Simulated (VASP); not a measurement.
# RbS2 (Fd-3m) in VASP: single point with HSE06

Aim: the single point of RbS2 with HSE06.

Program: VASP 6.6.1. These are calculated values, not measurements. Logs are shortened: lines on timing, memory, paths and dates and some standing lists are left out, and cuts for length are marked.

## Step 1: The structure

Symmetry: Fd-3m, No. 227, cubic system. The conventional cell has a = 8.421 Å, b = 8.421 Å, c = 8.421 Å, α = 90.00°, β = 90.00°, γ = 90.00°. Around Rb (site symmetry -43m) lie 12 S at 3.49 Å and 4 Rb at 3.65 Å. Around S (site symmetry -3m) lie 6 S at 2.98 Å.

The cell was built by a generator and needn't be a form met in nature.

## Step 2: Single point, HSE06

File POSCAR:

```
RbS2
1.0
    0.0000000000      4.2104910000      4.2104910000
    4.2104910000      0.0000000000      4.2104910000
    4.2104910000      4.2104910000      0.0000000000
Rb S
2 4
Direct
    0.0000000000      0.0000000000      0.0000000000
    0.2500000000      0.2500000000      0.2500000000
    0.6250000000      0.6250000000      0.6250000000
    0.1250000000      0.6250000000      0.6250000000
    0.6250000000      0.6250000000      0.1250000000
    0.6250000000      0.1250000000      0.6250000000
```

File INCAR.step1:

```
SYSTEM = RbS2
PREC = Accurate
ENCUT = 520
EDIFF = 1E-5
ISMEAR = 1
SIGMA = 0.0715
LREAL = .FALSE.
LASPH = .TRUE.
NELM = 60
ALGO = Normal
ISIF = 2
LWAVE = .TRUE.
LCHARG = .FALSE.
GGA = PE
NBANDS = 30
```

File INCAR.step2:

```
SYSTEM = RbS2
PREC = Accurate
ENCUT = 520
EDIFF = 1E-6
ISMEAR = 1
SIGMA = 0.0715
LREAL = .FALSE.
LASPH = .TRUE.
NELM = 60
ALGO = Normal
ISIF = 2
LWAVE = .FALSE.
LCHARG = .FALSE.
GGA = PE
LHFCALC = .TRUE.
HFSCREEN = 0.2079
PRECFOCK = Fast
ISTART = 1
NBANDS = 30
```

File KPOINTS:

```
Automatic mesh
0
G
  2 2 2
  0 0 0
```

Potentials or basis: VASP PAW PBE potentials, release 64 (Rb_sv, S).

Run with:

```bash
$ cat potpaw_PBE.64/Rb_sv/POTCAR potpaw_PBE.64/S/POTCAR > POTCAR
$ cp INCAR.step1 INCAR
$ mpirun -np 1 vasp_std > vasp.out
$ cp INCAR.step2 INCAR
$ mpirun -np 1 vasp_std > vasp.out
```

OUTCAR:

```text
SYSTEM = RbS2
   PREC = Accurate
   ENCUT = 520
   EDIFF = 1E-6
   ISMEAR = 1
   LREAL = .FALSE.
   LASPH = .TRUE.
   NELM = 60
   ISIF = 2
   GGA = PE
   LHFCALC = .TRUE.
   HFSCREEN = 0.2079
   PRECFOCK = Fast
   ISTART = 1

 ion  position               nearest neighbor table
   1  0.000  0.000  0.000-   3 3.49   3 3.49   4 3.49   5 3.49   6 3.49   3 3.49   6 3.49   4 3.49
                             6 3.49   5 3.49   4 3.49   5 3.49   2 3.65   2 3.65   2 3.65   2 3.65
   2  0.250  0.250  0.250-   4 3.49   5 3.49   6 3.49   3 3.49   3 3.49   3 3.49   4 3.49   4 3.49
                             5 3.49   6 3.49   5 3.49   6 3.49   1 3.65   1 3.65   1 3.65   1 3.65
   3  0.625  0.625  0.625-   2 3.49   2 3.49   1 3.49   1 3.49   2 3.49   1 3.49
   4  0.125  0.625  0.625-   1 3.49   2 3.49   2 3.49   2 3.49   1 3.49   1 3.49
   5  0.625  0.625  0.125-   1 3.49   2 3.49   2 3.49   2 3.49   1 3.49   1 3.49
   6  0.625  0.125  0.625-   1 3.49   2 3.49   2 3.49   2 3.49   1 3.49   1 3.49

  LATTYP: Found a face centered cubic cell.
 ALAT       =     8.4209820000

  Lattice vectors:

 A1 = (   0.0000000000,   4.2104910000,   4.2104910000)
 A2 = (   4.2104910000,   0.0000000000,   4.2104910000)
 A3 = (   4.2104910000,   4.2104910000,   0.0000000000)

Analysis of symmetry for initial positions (statically):
=====================================================================
 Subroutine PRICEL returns:
 Original cell was already a primitive cell.

 Routine SETGRP: Setting up the symmetry group for a
 face centered cubic supercell.

 Subroutine GETGRP returns: Found 48 space group operations
 (whereof 24 operations were pure point group operations)
 out of a pool of 48 trial point group operations.

The static configuration has the point symmetry T_d .
 The point group associated with its full space group is O_h .

Analysis of symmetry for dynamics (positions and initial velocities):
=====================================================================
 Subroutine PRICEL returns:
 Original cell was already a primitive cell.

 Routine SETGRP: Setting up the symmetry group for a
 face centered cubic supercell.

 Subroutine GETGRP returns: Found 48 space group operations
 (whereof 24 operations were pure point group operations)
 out of a pool of 48 trial point group operations.

The dynamic configuration has the point symmetry T_d .
 The point group associated with its full space group is O_h .

 Subroutine INISYM returns: Found 48 space group operations
[... 96 lines left out ...]
   EMIN   =  10.00;   EMAX   =-10.00  energy-range for DOS
   EFERMI =   0.00;   METHOD = LEGACY
   ISMEAR =     1;   SIGMA  =   0.07  broadening in eV -4-tet -1-fermi 0-gaus
   EFERMI_NEDOS =   21; number of points for ismear=-14 and -15
   IALGO  =     38    algorithm
   IMIX   =      1    mixing-type and parameters
     AMIX     =   0.40;   BMIX     =  1.00
     AMIX_MAG =   1.60;   BMIX_MAG =  1.00
  volume/ion in A,a.u.               =      24.88       167.91
  Fermi-wavevector in a.u.,A,eV,Ry     =   1.072709  2.027126 15.656281  1.150704
  Thomas-Fermi vector in A             =   2.208487
   LORBIT       =      0    0 simple, 1 ext, 2 COOP (PROOUT), +10 PAW based schemes
   GGA     = PE    functional components
   LHFCALC =     T    Hartree Fock is set to
   PRECFOCK=fast      Normal, Fast or Accurate (Low or Medium for compatibility)
   ENCUT4O =  -1.0   cutoff for four orbital integrals eV
   NKREDX  =     1    reduce k-point grid by
   NKREDY  =     1    reduce k-point grid by
   NKREDZ  =     1    reduce k-point grid by
   AEXX    =    0.2500 exact exchange contribution
   HFSCREEN=    0.2079 screening length (either q_TF or 0.3 A-1)
   HFSCREENC=   0.2079 screening length for correlation (either q_TF or 0.3 A-1)
   ENCUTFOCK=  -1.0 apply spherical cutoff to Coloumb kernel
   IVDW    =     0    specifies the selected vdW correction
   LEPSILON=     F    determine dielectric tensor
   LRPA    =     F    only Hartree local field effects (RPA)
 non-spin polarized calculation
 Methfessel and Paxton  Order N= 1 SIGMA  =   0.07
  energy-cutoff  :      520.00
  volume of cell :      149.29
 maximum number of plane-waves:      4044
 NGX is ok and might be reduce to    48
  NGX = 24; NGY = 24; NGZ = 24

 number of electron      41.9999995 magnetization

 Free energy of the ion-electron system (eV)
  ---------------------------------------------------
  ext. energy  EPLUGINS =         0.00000000
  ---------------------------------------------------
  free energy    TOTEN  =       -24.13486681 eV

  energy without entropy =      -24.13781227  energy(sigma->0) =      -24.13584863

 E-fermi :   0.8779     XC(G=0):  -7.6414

 val. band max:        0.8198526472   @ k =   0.5000   0.0000   0.0000
 cond. band min:       3.2570316539   @ k =   0.0000   0.0000   0.0000
 fundamental gap:      2.4371790067
 Fermi energy:         0.8779196161

 k-point     1 :       0.0000    0.0000    0.0000
  band No.  band energies     occupation
      1     -26.2422      2.00000
      2     -26.0756      2.00000
      3     -12.7848      2.00000
      4     -10.1332      2.00000
      5     -10.1332      2.00000
      6     -10.1332      2.00000
[... 88 lines left out ...]
     29       9.6948      0.00000
     30       9.6948      0.00000

------------------------ aborting loop because EDIFF is reached ----------------------------------------

  FORCE on cell =-STRESS in cart. coord.  units (eV):
  Direction    XX          YY          ZZ          XY          YZ          ZX
  --------------------------------------------------------------------------------------
  -------------------------------------------------------------------------------------
  Total       -6.6484624     -6.6484624     -6.6484624      0.0000000      0.0000000      0.0000000
  in kB      -71.3515765    -71.3515765    -71.3515765      0.0000000      0.0000000      0.0000000
  external PRESSURE =     -71.3515765 kB  Pullay stress =       0.0000000 kB

 VOLUME and BASIS-vectors are now :
 -----------------------------------------------------------------------------
  energy-cutoff  :      520.00
  volume of cell :      149.29
      direct lattice vectors                 reciprocal lattice vectors
     0.000000000  4.210491000  4.210491000    -0.118750996  0.118750996  0.118750996
     4.210491000  0.000000000  4.210491000     0.118750996 -0.118750996  0.118750996
     4.210491000  4.210491000  0.000000000     0.118750996  0.118750996 -0.118750996

 POSITION                                       TOTAL-FORCE (eV/Angst)
 -----------------------------------------------------------------------------------
      0.00000      0.00000      0.00000         0.000000      0.000000      0.000000
      2.10525      2.10525      2.10525         0.000000     -0.000000     -0.000000
      5.26311      5.26311      5.26311        -0.000000      0.000000     -0.000000
      5.26311      3.15787      3.15787        -0.000000      0.000000     -0.000000
      3.15787      3.15787      5.26311         0.000000     -0.000000     -0.000000
      3.15787      5.26311      3.15787        -0.000000      0.000000     -0.000000
 -----------------------------------------------------------------------------------
    total drift:                               -0.000002     -0.000001     -0.000002

  FREE ENERGIE OF THE ION-ELECTRON SYSTEM (eV)
  ---------------------------------------------------
  free  energy   TOTEN  =       -24.1348668110 eV

  energy  without entropy=      -24.1378122724  energy(sigma->0) =      -24.13584863
```

OUTCAR.step1:

```text
SYSTEM = RbS2
   PREC = Accurate
   ENCUT = 520
   EDIFF = 1E-5
   ISMEAR = 1
   LREAL = .FALSE.
   LASPH = .TRUE.
   NELM = 60
[... 316 lines left out ...]
      5.26311      3.15787      3.15787         0.000000      0.000000     -0.000000
      3.15787      3.15787      5.26311         0.000000      0.000000     -0.000000
      3.15787      5.26311      3.15787         0.000000      0.000000     -0.000000
 -----------------------------------------------------------------------------------
    total drift:                               -0.000000     -0.000000     -0.000000

  FREE ENERGIE OF THE ION-ELECTRON SYSTEM (eV)
  ---------------------------------------------------
  free  energy   TOTEN  =       -20.4896471816 eV

  energy  without entropy=      -20.5004175600  energy(sigma->0) =      -20.49323731
```

OSZICAR.step1:

```text
N       E                     dE             d eps       ncg     rms          rms(c)
DAV:   1     0.226706208686E+03    0.22671E+03   -0.18826E+04   180   0.124E+03
DAV:   2    -0.634465940154E+01   -0.23305E+03   -0.22728E+03   254   0.224E+02
DAV:   3    -0.202815927819E+02   -0.13937E+02   -0.13858E+02   232   0.560E+01
DAV:   4    -0.206563094466E+02   -0.37472E+00   -0.37403E+00   274   0.849E+00
DAV:   5    -0.206594192868E+02   -0.31098E-02   -0.31092E-02   220   0.879E-01    0.944E+00
DAV:   6    -0.205363886372E+02    0.12303E+00   -0.10371E-01   210   0.149E+00    0.579E+00
DAV:   7    -0.204874957827E+02    0.48893E-01   -0.19059E-01   204   0.213E+00    0.434E-01
DAV:   8    -0.204896222801E+02   -0.21265E-02   -0.27066E-02   240   0.704E-01    0.227E-01
DAV:   9    -0.204896745217E+02   -0.52242E-04   -0.32186E-03   218   0.288E-01    0.779E-02
DAV:  10    -0.204896488650E+02    0.25657E-04   -0.25621E-04   240   0.858E-02    0.397E-02
DAV:  11    -0.204896450114E+02    0.38536E-05   -0.16494E-04   220   0.620E-02    0.837E-03
DAV:  12    -0.204896471816E+02   -0.21703E-05   -0.17063E-05   184   0.188E-02
   1 F= -.20489647E+02 E0= -.20493237E+02  d E =0.107704E-01
```

Wall time 60 s (1 thread of Intel Xeon 6975P-C (Granite Rapids), shared host); peak memory 0.42 GiB.

What came out:

```yaml
Free_energy: -24.1349 eV
Pressure: -7.1 GPa
Band_gap_on_the_k_mesh: none (metal or under the smearing width)
```

Caveat: the k mesh is coarse (spacing up to 0.65 Å⁻¹), so the values aren't converged, least of all with exact exchange; the PAW data sets were made with another functional, which shifts forces and pressure a little.
